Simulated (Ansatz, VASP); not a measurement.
# SnTe in two plane-wave programs

Wanted: the spread between two codes on one cell, functional and k mesh. The structure shown is the end of the Ansatz relaxation below.

Calculated with Ansatz 0.2.0; plane waves, with VASP 6.6.1 beside it; single point at PBEsol.

## Step 1: Set-up

The structure is tetragonal, space group I4/mmm (No. 139). The conventional cell has a = 4.448 Å, b = 4.448 Å, c = 6.100 Å, α = 90.00°, β = 90.00°, γ = 90.00°. Sn has 6 Te at 3.05 to 3.15 Å nearest. Te has 6 Sn at 3.05 to 3.15 Å nearest. Farther neighbours and most contacts between anions are not listed.

## Step 2: Ansatz: relaxation, PBEsol

Ansatz runs on its PAW soft_1 files.

This run makes the geometry at which the two programs are then compared.

Contents of input.yaml:

```yaml
crystal:
  lattice:
    - [0.0, 3.1453352625, 3.0498071191]
    - [3.1453352625, 0.0, 3.0498071191]
    - [3.1453352625, 3.1453352625, 0.0]
  atoms:
    - { symbol: Sn, position: [0.0, 0.0, 0.0] }
    - { symbol: Te, position: [0.5, 0.5, 0.5] }
  conventional_axes: [[-1, 1, 1], [1, -1, 1], [1, 1, -1]]
kpoints:
  mp_grid: { grid: [12, 12, 12] }
hamiltonian:
  xc: pbesol
  pseudopotentials: { kind: paw, azcp: { folder: soft_1 }, xc_functional: pbe }
scf:
  occupations: { method: gaussian, width: 0.01 }
output:
  forces: true
  stress: true
  eigenvalues: true
relax:
  adjacent_minimum: "off"
  f_tol: 0.001
  max_steps: 60
  cell: { stress_tol: 0.01, fix: [c, angles] }
```

Started as:

```
$ ansatz run input.yaml --threads 4 --pin off --max-ram 10240MiB --backend cpu --events-out ev --progress --plain --runs-dir out
```

Numbers of over 12 decimals in the logs are rounded to 6 here.

The program printed:

```text
Engine: ansatz 0.2.0, x86_64-unknown-linux-gnu
Pseudopotentials: kind: paw
Pseudopotential: Sn, paw, valence charge 14, recommended cutoff 420 eV (normal), soft_1/Sn.paw.azcp
Pseudopotential: Te, paw, valence charge 16, recommended cutoff 420 eV (normal), soft_1/Te.paw.azcp
Functional definition: PBEsol
  exchange = pbesol_x
  correlation = pbesol_c
Crystal: 2 atoms, lattice volume = 60.344 Å³
Basis set: ecut = 420 eV, 1219 PW (Γ), exchange–correlation on 60×60×60 points (8 copies of the dense FFT grid, shifted against one another)
Bands: 19, of which v1, the nominal top of the filled ones, is band 15 counted from 1 (14 counted from 0)
Symmetry: 16 space group operations
Space group: I4/mmm (ITA 139), of the structure as read, at distance tolerance 3.9e-5 Å
k-points: 163 of 1728
Non-local potential: Sn, projectors of the file, l = 0: 2, l = 1: 2, l = 2: 2, l = 3: 1
Non-local potential: Te, projectors of the file, l = 0: 2, l = 1: 2, l = 2: 2, l = 3: 1
PAW form: soft (Blöchl's): semilocal exchange-correlation on the pseudo side does not see the compensation charge
PAW frozen core: Sn, regenerated for the run's functional, and the local potential with it (the file was generated under x = pbe(κ = 0.804, μ = 0.219515), c = pbe(β = 0.066725))
PAW frozen core: Te, regenerated for the run's functional, and the local potential with it (the file was generated under x = pbe(κ = 0.804, μ = 0.219515), c = pbe(β = 0.066725))
PAW one-centre angular grid: Sn, 590 points (default); XC on 64 Gauss nodes
PAW one-centre angular grid: Te, 590 points (default); XC on 64 Gauss nodes
Initial density: superposition of atomic densities (chi_scale 0.1, normalization cell, long waves kept (reshape's long-wave potential 0.00 eV rms))
Initial wavefunctions: pseudopotential atomic-orbital guess
Functional: x = pbesol(κ = 0.804, μ = 0.123457), c = pbesol(β = 0.046)
SCF iter   1: F=—  HF=-12851.984515 eV  |F-HF|=—  |Δ(HF+E_count)|=         —  Δρ=1.09e-2  dr2=6.67e-2  ethr=3.10e-3  ⟨swp⟩=7.6  Hψ=18035  notcnv=0
preconditioner: auto → none  [insulator: Δε(μ)=0.300 eV  Ē_g=8.846 eV  σ=0.010 eV  W_gap=1.00  n_scr=14 (ndim 8)  ℏωp=15.1 eV  f_vac=0.000  D(μ)=0.00/eV (n_scr^D=0)  ε∞_Penn≈3.9]
SCF iter   2: F=—  HF=-12851.980174 eV  |F-HF|=—  |Δ(HF+E_count)|=   4.34e-3  Δρ=5.44e-3  dr2=1.73e-2  ethr=2.22e-4  ⟨swp⟩=2.0  Hψ=5040  notcnv=0
SCF iter   3: F=—  HF=-12851.980554 eV  |F-HF|=—  |Δ(HF+E_count)|=   3.80e-4  Δρ=3.42e-4  dr2=3.65e-5  ethr=5.76e-5  ⟨swp⟩=3.2  Hψ=5089  notcnv=0
SCF iter   4: F=—  HF=-12851.980567 eV  |F-HF|=—  |Δ(HF+E_count)|=   1.27e-5  Δρ=7.71e-5  dr2=2.20e-6  ethr=1.22e-7  ⟨swp⟩=2.0  Hψ=5814  notcnv=0
SCF iter   5: F=—  HF=-12851.980568 eV  |F-HF|=—  |Δ(HF+E_count)|=   9.03e-7  Δρ=2.27e-5  dr2=1.30e-7  ethr=7.34e-9  ⟨swp⟩=2.0  Hψ=4725  notcnv=0
SCF iter   6: F=-12851.980568 eV  HF=-12851.980568 eV  |F-HF|=1.06e-9  |Δ(HF+E_count)|=   1.59e-7  Δρ=2.81e-6  dr2=2.85e-9  ethr=3.33e-10  ⟨swp⟩=6.2  Hψ=14332  notcnv=0
SCF 1 converged in 6 iterations: F = -12851.980568 eV  dr2 = 2.85e-9
  greatest PAW one-centre occupation: 0.998 electrons in one spin orbital (limit 2), on the Te atom at site 1 (counted from 0), in its partial waves of l = 2
relax step   1: F+E_penalty+E_count = -12851.98056796 eV  Δ(F+E_penalty+E_count) = +0.000e0 eV  max|allowed force component| = 1.341e-29 eV/Å  Δτ_max = 0.0000 Å  P = +1.655 GPa  Ω = 60.344 Å³  fix = [c, alpha, beta, gamma]  reactions: c +4.952 GPa  (6 SCF iters, dr2 threshold 1.00e-7 eV, accepted)
Initial density: handed on by an earlier stage of this run
Initial wavefunctions: pseudopotential atomic-orbital guess (no wavefunctions were taken with the density)
iter 1 solved again at ethr=3.13e-7 eV; its pass at ethr=3.10e-3 eV (dr2=9.39e-5 eV) is discarded
SCF iter   1: F=—  HF=-12851.980568 eV  |F-HF|=—  |Δ(HF+E_count)|=         —  Δρ=3.13e-6  dr2=3.63e-9  ethr=3.13e-7  ⟨swp⟩=3.0  Hψ=27271  notcnv=0
eigensolver tolerance schedule: the retry pair's looser diagonalisation over-reported the residual by 25900.93 of it (diagonalisation noise at an unbounded share of the residual, at the tolerance the schedule requests for it); recorded, not acted on — ethr = c·dr2/N_el stays at c = 1.0e-1
preconditioner: auto → none  [insulator: Δε(μ)=0.290 eV  Ē_g=8.825 eV  σ=0.010 eV  W_gap=1.00  n_scr=14 (ndim 8)  ℏωp=15.1 eV  f_vac=0.003  D(μ)=0.00/eV (n_scr^D=0)  ε∞_Penn≈3.9]
SCF iter   2: F=—  HF=-12851.980568 eV  |F-HF|=—  |Δ(HF+E_count)|=   3.17e-7  Δρ=1.33e-6  dr2=3.65e-10  ethr=1.21e-11  ⟨swp⟩=3.1  Hψ=8005  notcnv=0
SCF iter   3: F=—  HF=-12851.980568 eV  |F-HF|=—  |Δ(HF+E_count)|=  8.15e-10  Δρ=6.63e-7  dr2=9.08e-11  ethr=1.22e-12  ⟨swp⟩=2.2  Hψ=3972  notcnv=0
iter 4 did not close the SCF: its close was put off for the readings that it lacked (scf_convergence_deferred on its scf_iter line)
SCF iter   4: F=-12851.980568 eV  HF=-12851.980568 eV  |F-HF|=7.28e-12  |Δ(HF+E_count)|=  3.09e-10  Δρ=3.51e-8  dr2=4.88e-13  ethr=3.03e-13 (applied; sched 1.00e-12)  ⟨swp⟩=2.0  Hψ=3912  notcnv=0
iter 5 did not close the SCF: its close was put off for the readings that it lacked (scf_convergence_deferred on its scf_iter line)
SCF iter   5: F=-12851.980568 eV  HF=-12851.980568 eV  |F-HF|=5.46e-12  |Δ(HF+E_count)|=  1.82e-12  Δρ=8.45e-9  dr2=5.02e-14  ethr=2.67e-15 (applied; sched 1.00e-12)  ⟨swp⟩=2.0  Hψ=5598  notcnv=0
iter 6 did not close the SCF: its close was put off for the readings that it lacked (scf_convergence_deferred on its scf_iter line)
SCF iter   6: F=-12851.980568 eV  HF=-12851.980568 eV  |F-HF|=1.82e-12  |Δ(HF+E_count)|=  3.64e-12  Δρ=1.36e-9  dr2=9.53e-16  ethr=2.67e-15 (applied; sched 1.00e-12)  ⟨swp⟩=1.0  Hψ=3098  notcnv=0
iter 7 did not close the SCF: its close was put off for the readings that it lacked (scf_convergence_deferred on its scf_iter line)
SCF iter   7: F=-12851.980568 eV  HF=-12851.980568 eV  |F-HF|=1.82e-12  |Δ(HF+E_count)|=    0.00e0  Δρ=2.87e-10  dr2=2.05e-17  ethr=2.67e-15 (applied; sched 1.00e-12)  ⟨swp⟩=1.0  Hψ=3097  notcnv=0
SCF iter   8: F=-12851.980568 eV  HF=-12851.980568 eV  |F-HF|=3.64e-12  |Δ(HF+E_count)|=  1.82e-12  Δρ=9.60e-11  dr2=3.47e-18  ethr=1.00e-12  ⟨swp⟩=2.3  Hψ=8792  notcnv=0
SCF 2 converged in 8 iterations: F = -12851.980568 eV  dr2 = 3.47e-18
relax step   2: F+E_penalty+E_count = -12851.98056797 eV  Δ(F+E_penalty+E_count) = -1.373e-9 eV  max|allowed force component| = 1.341e-29 eV/Å  Δτ_max = 0.0000 Å  P = +1.655 GPa  Ω = 60.344 Å³  fix = [c, alpha, beta, gamma]  reactions: c +4.952 GPa  stress off target by 6.46e-3 GPa on what of the cell is left free  SCF on the basis re-selected at this cell (its energy is not comparable with the rows above)  (8 SCF iters)
basis re-selected at this cell: Δ(F+E_penalty+E_count) = -1.373e-9 eV, ΔP = -0.000 GPa vs the last step (what re-selecting the basis moved, of the pressure what is left beyond the Pulay correction that the steps carried, after the strain that the cell walked since its last selection, with what the two solves' SCF thresholds leave and, on support functions, any second-order correction that the steps lacked; it is no m [...]
SCF converged after 8 iterations
Free energy (F): -12851.980568 eV
Harris-Foulkes:  -12851.980568 eV  (|F-HF|=3.64e-12)
Internal energy: -12851.980568 eV  (E = F + TS)
E sigma→0 (E₀):  -12851.980568 eV
Fermi energy:    10.143226 eV
--- Per-component energies (eV) ---
  E_band       = -341.807923
  E_kinetic    = 340.327614
  E_local      = -2630.172800  (includes V_loc(G=0)·N_el)
  E_nonlocal   = 215.724417
  E_hartree    = 1316.835043
  E_xc         = -246.873900
  E_vxc        = -183.005078  (∫ρ·V_xc dr)
  E_paw        = -8888.521869  (= ΣΔE_a)
  E_vpaw       = -718.352538  (= ΣTr[D̂ρ^β])
  E_aug_tail   = 0.000375  (compensation charges beyond the density's cutoff)
  E_ewald      = -2959.959099
  E_core_change = 0.659651  (= ΣΔE_core)
  E_smearing   = -0.000000  (= −TS)
  E_closure    = 0.000000  (closes the sum)
  Σ components = -12851.980568   (vs F -12851.980568, Δ=0.00e0)
--- Forces (eV/Å), atoms counted from 1 ---
  atom   1  Sn    -0.00000000    -0.00000000     0.00000000
  atom   2  Te     0.00000000    -0.00000000     0.00000000
  max |Σ_I F_I| component: 2.37e-29 eV/Å
--- Stress (GPa, compression-positive) ---
        0.006462       0.000000       0.000000
        0.000000       0.006462       0.000000
        0.000000       0.000000       4.951991
  P = ⅓ Tr σ = 1.6550 GPa (16.550 kbar)
--- Band table (eV; the first three rows and the last of 163) ---
  k-point 0: bands = [... 11 lower, 5.5439, 7.6404, 7.9941, 7.9941, 13.2603, 13.2603, 14.0611, 14.7156]
  k-point 1: bands = [... 11 lower, 5.1324, 7.7409, 7.9945, 8.2192, 12.9171, 12.9207, 13.6597, 14.7054]
  k-point 2: bands = [... 11 lower, 4.2795, 7.8341, 8.0022, 8.7263, 12.2174, 12.2245, 12.8795, 14.7545]
  k-point 162: bands = [... 11 lower, 3.4560, 4.2065, 6.1283, 6.1283, 12.0128, 15.1181, 15.1181, 17.0835]
--- Relaxed structure (1 steps of the walk, 1 accepted, 1 SCFs on fresh bases) ---
  F+E_penalty+E_count = -12851.98056797 eV   max|allowed force component| = 1.341e-29 eV/Å   (the final SCF, on the basis selected at the relaxed cell)
  cell:  # Å, volume = 60.3443 Å³
    - [0.0, 3.1453352625, 3.0498071191]
    - [3.1453352625, 0.0, 3.0498071191]
    - [3.1453352625, 3.1453352625, 0.0]
  atoms:
    - { symbol: Sn, position: [0.0, 0.0, 0.0] }
    - { symbol: Te, position: [0.5, 0.5, 0.5] }
```

## Step 3: VASP: single point, PBEsol, pair 1

The same cell, functional, mesh and smearing now go to VASP, with its own data sets.

Lines of VASP's logs that name or quote its potential files are left out, and so is its time.

Contents of INCAR:

```
SYSTEM = SnTe
PREC = Accurate
ENCUT = 500
EDIFF = 1E-06
NELM = 120
ISMEAR = 0
SIGMA = 0.01
LREAL = .FALSE.
ALGO = Normal
GGA = PS
NBANDS = 16
LORBIT = 11
LWAVE = .FALSE.
LCHARG = .FALSE.
ISIF = 2
LASPH = .TRUE.
GGA_COMPAT = .FALSE.
EFERMI = MIDGAP
KPAR = 2
```

Contents of POSCAR:

```
SnTe
1.0
    0.0000000000      3.1453352625      3.0498071191
    3.1453352625      0.0000000000      3.0498071191
    3.1453352625      3.1453352625      0.0000000000
Sn Te
1 1
Direct
    0.0000000000      0.0000000000      0.0000000000
    0.5000000000      0.5000000000      0.5000000000
```

Contents of KPOINTS:

```
Automatic mesh
0
Gamma
12 12 12
0 0 0
```

Potentials, in the order of the species: Sn_d and Te (PBE family, release 64).

Started as:

```
$ mpirun -np 2 vasp_std
```

The program printed:

```text
[banner, memory and clock lines left out]
running    2 mpi-ranks, on    1 nodes
 distrk:  each k-point on    1 cores,    2 groups
 distr:  one band on    1 cores,    1 groups

 POSCAR found type information on POSCAR SnTe
 POSCAR found :  2 types and       2 ions
|                                                                             |
|               ----> ADVICE to this user running VASP <----                  |
|                                                                             |
|     You enforced a specific xc type in the INCAR file but a different       |
|     [... a line on the potential file left out ...]
|     I HOPE YOU KNOW WHAT YOU ARE DOING!                                     |
|                                                                             |

 LDA part: xc-table for (Slater+PW92), standard interpolation
 POSCAR, INCAR and KPOINTS ok, starting setup
 FFT: planning ... GRIDC
 FFT: planning ... GRID_SOFT
 FFT: planning ... GRID
 WAVECAR not read
 entering main loop
       N       E                     dE             d eps       ncg     rms          rms(c)
DAV:   1     0.123224531086E+03    0.12322E+03   -0.95051E+03  5280   0.142E+03
DAV:   2     0.186109148184E+01   -0.12136E+03   -0.11853E+03  5696   0.350E+02
DAV:   3    -0.808717135578E+01   -0.99483E+01   -0.98508E+01  6680   0.875E+01
DAV:   4    -0.834908827066E+01   -0.26192E+00   -0.26187E+00  6296   0.155E+01
DAV:   5    -0.836073220887E+01   -0.11644E-01   -0.11644E-01  7744   0.301E+00    0.520E+00
DAV:   6    -0.831459834045E+01    0.46134E-01   -0.99297E-02  7504   0.265E+00    0.324E+00
DAV:   7    -0.831211859994E+01    0.24797E-02   -0.42130E-02  6872   0.138E+00    0.623E-01
DAV:   8    -0.831137121014E+01    0.74739E-03   -0.68575E-03  6712   0.748E-01    0.157E-01
DAV:   9    -0.831143957038E+01   -0.68360E-04   -0.46558E-04  7208   0.207E-01    0.446E-02
DAV:  10    -0.831142565433E+01    0.13916E-04   -0.54911E-05  6808   0.732E-02    0.215E-02
DAV:  11    -0.831142509368E+01    0.56065E-06   -0.17983E-05  7000   0.395E-02    0.139E-02
DAV:  12    -0.831142501359E+01    0.80086E-07   -0.14435E-06  4760   0.124E-02
   1 F= -.83114250E+01 E0= -.83114250E+01  d E =-.221834E-95
```

From OUTCAR (step 3):

```text
ion  position               nearest neighbor table
   1  0.000  0.000  0.000-   2 3.05   2 3.05   2 3.15   2 3.15   2 3.15   2 3.15
   2  0.500  0.500  0.500-   1 3.05   1 3.05   1 3.15   1 3.15   1 3.15   1 3.15

  LATTYP: Found a body centered tetragonal cell.
 ALAT       =     4.4481757864
 C/A-ratio  =     1.3712619579

 Subroutine GETGRP returns: Found 16 space group operations
 (whereof 16 operations were pure point group operations)

The static configuration has the point symmetry D_4h.

 Found    163 irreducible k-points:

   k-points           NKPTS =    163   k-points in BZ     NKDIM =    163   number of bands    NBANDS=     16

   dimension x,y,z NGX =    32 NGY =   32 NGZ =   32
   dimension x,y,z NGXF=    64 NGYF=   64 NGZF=   64

   ENCUT  =  500.0 eV  36.75 Ry    6.06 a.u.   7.99  7.99  8.11*2*pi/ulx,y,z

   NELECT =      20.0000    total number of electrons

 k-points in reciprocal lattice and weights: Automatic mesh
   0.00000000  0.00000000  0.00000000       0.001
   0.08333333  0.00000000  0.00000000       0.005
   0.16666667  0.00000000  0.00000000       0.005
   0.25000000  0.00000000  0.00000000       0.005
   0.33333333 -0.00000000  0.00000000       0.005
   0.41666667  0.00000000  0.00000000       0.005
   0.50000000  0.00000000  0.00000000       0.002
   0.08333333  0.08333333  0.00000000       0.001
   0.16666667  0.08333333  0.00000000       0.005
[...]
-0.33333333  0.16666667  0.50000000       0.002
  -0.25000000  0.25000000  0.50000000       0.001

 average (electrostatic) potential at core
       1 -99.9576       2 -87.3348

 E-fermi :   7.2983

 k-point     1 :       0.0000    0.0000    0.0000
  band No.  band energies     occupation
    ...
      6      -5.8348      2.00000
      7       2.7089      2.00000
      8       4.7964      2.00000
      9       5.1500      2.00000
     10       5.1500      2.00000
     11      10.4141      0.00000
     12      10.4141      0.00000
     13      11.2165      0.00000
     14      11.8471      0.00000
     15      11.8471      0.00000
    ...

 k-point     2 :       0.0833    0.0000    0.0000
  band No.  band energies     occupation
    ...
      6      -5.7725      2.00000
      7       2.2953      2.00000
      8       4.8972      2.00000
      9       5.1504      2.00000
     10       5.3764      2.00000
     11      10.0691      0.00000
     12      10.0736      0.00000
     13      10.8123      0.00000
     14      11.8422      0.00000
     15      12.0097      0.00000
    ...

 k-point     3 :       0.1667    0.0000    0.0000
  band No.  band energies     occupation
    ...
      6      -5.5896      2.00000
      7       1.4395      2.00000
      8       4.9903      2.00000
      9       5.1581      2.00000
     10       5.8849      2.00000
     11       9.3681      0.00000
     12       9.3768      0.00000
     13      10.0312      0.00000
     14      11.8965      0.00000
     15      12.4581      0.00000
    ...

  Total       -0.0023634     -0.0023634      1.8663877      0.0000000      0.0000000     -0.0000000
  in kB       -0.0627503     -0.0627503     49.5537112      0.0000000      0.0000000     -0.0000000
  external PRESSURE =      16.4760702 kB  Pullay stress =       0.0000000 kB

  energy-cutoff  :      500.00
  volume of cell :       60.34
      direct lattice vectors                 reciprocal lattice vectors
     0.000000000  3.145335263  3.049807119    -0.158965566  0.158965566  0.163944794
     3.145335263  0.000000000  3.049807119     0.158965566 -0.158965566  0.163944794
     3.145335263  3.145335263  0.000000000     0.158965566  0.158965566 -0.163944794

 POSITION                                       TOTAL-FORCE (eV/Angst)
 -----------------------------------------------------------------------------------
      0.00000      0.00000      0.00000        -0.000000      0.000000     -0.000000
      3.14534      3.14534      3.04981         0.000000     -0.000000      0.000000
 -----------------------------------------------------------------------------------
    total drift:                                0.000000     -0.000000     -0.000000

  FREE ENERGIE OF THE ION-ELECTRON SYSTEM (eV)
  ---------------------------------------------------
  free  energy   TOTEN  =        -8.3114250136 eV

  energy  without entropy=       -8.3114250136  energy(sigma->0) =       -8.31142501

 total charge
# of ion       s       p       d       tot
------------------------------------------
    1        1.357   0.773   9.993  12.123
    2        1.385   1.965   0.035   3.385
--------------------------------------------------
tot          2.742   2.738  10.028  15.508

[... 3 further parts left out ...]
```

The run ends at a pressure of 1.65 GPa.

## Step 4: Side by side

Known differences besides the potentials themselves: the data sets hold 30 valence electrons in Ansatz (on its PAW soft_1 files) and 20 in VASP; the cutoff is 420 eV in Ansatz and 500 eV in VASP; Ansatz makes its cores anew for this functional, VASP keeps those of its PBE data sets; Ansatz's pressure holds a Pulay correction, VASP's none. Total energies have different zeros and are not compared.

Both answers:

```csv
quantity,Ansatz,VASP,difference
pressure (GPa),1.65,1.65,+0.01
gap on the k mesh (eV),0.290,0.290,+0.001
```

A gap on the mesh is an upper bound, since the band edges may lie between its points.

## Step 5: Ansatz: relaxation, PBEsol

This run makes the geometry at which the two programs are then compared. The cell compared in this pair holds 59.74 Å³, against 60.34 Å³ for the pair before.

The structure compared here is the end of the Ansatz relaxation.

input.yaml, as its differences from that of step 2:

```diff
@@ -2,4 +2,4 @@
   lattice:
-    - [0.0, 3.1453352625, 3.0498071191]
-    - [3.1453352625, 0.0, 3.0498071191]
+    - [0.0, 3.1453352625, 3.0183658086]
+    - [3.1453352625, 0.0, 3.0183658086]
     - [3.1453352625, 3.1453352625, 0.0]
```

Started as:

```
$ ansatz run input.yaml --threads 4 --pin off --max-ram 10240MiB --backend cpu --events-out ev --progress --plain --runs-dir out
```

The program printed:

```text
[...]
Crystal: 2 atoms, lattice volume = 59.722 Å³
Basis set: ecut = 420 eV, 1187 PW (Γ), exchange–correlation on 60×60×60 points (8 copies of the dense FFT grid, shifted against one another)
Bands: 19, of which v1, the nominal top of the filled ones, is band 15 counted from 1 (14 counted from 0)
Symmetry: 16 space group operations
[...]
k-points: 163 of 1728
[...]
k-point 162: bands = [... 11 lower, 3.5616, 4.2757, 6.2141, 6.2141, 12.1101, 15.3016, 15.3016, 17.4358]
--- Relaxed structure (2 steps of the walk, 2 accepted, 1 SCFs on fresh bases) ---
[...]
cell:  # Å, volume = 59.7421 Å³
    - [0.0, 3.145859, 3.0183658086]
    - [3.145859, 0.0, 3.0183658086]
    - [3.145859, 3.145859, 0.0]
  atoms:
    - { symbol: Sn, position: [0, 0, 0] }
    - { symbol: Te, position: [0.500000, 0.500000, 0.500000] }
[key lines of the parts left out:]
SCF converged after 9 iterations
Free energy (F): -12851.957410 eV
Fermi energy:    10.274175 eV
P = ⅓ Tr σ = 2.3322 GPa (23.322 kbar)
```

[end of part 1 of 2]

[Lines on the potential files, build, host, timing and source positions are cut from VASP's logs without a mark.]

[Logs are printed without paths, hosts, clocks, repeated set-up lines and the standing remarks that a program may print on its own settings, such as how far it seeks lower states.]

[Hosts, paths, dates, database ids (printed as entryN), source tags and the programs' standing remarks are cut or masked in the printed files.]
